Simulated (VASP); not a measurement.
A cell of Ho (hcp) near equilibrium:

```xyz
2
Lattice="1.8039 -3.1245 0.0000 1.8039 3.1245 0.0000 0.0000 0.0000 5.5563" Properties=species:S:1:pos:R:3 pbc="T T T"
Ho     1.8039     1.0415     1.3891
Ho     1.8039    -1.0415     4.1672
```

Level of theory: PBE GGA, VASP's PBE PAW potentials (set 64) (plane waves; VASP 6.6.1).

The 4f electrons are frozen in the core of the lanthanide potential, so 4f levels, which can set the real gap, and their magnetism are missing.

```tsv
run	ΔE (meV/atom)	σxx	σyy	σzz	largest shear component, with its sign (GPa)	largest force (eV/Å)
as it is	0.0	0.07	0.07	0.24	0.00	0.000
after one change	0.6	-0.58	-0.58	-0.39	0.00	0.000
```
Stress is in GPa, positive when the cell is compressed.

Question: What was changed between the two runs?
(A) isotropic strain of -1.5 %
(B) isotropic strain of +0.5 %
(C) isotropic strain of +1.5 %
(D) uniaxial strain of +1.5 % along x

Answer: B, isotropic strain of +0.5 %

The compound is Ho in the hcp structure.
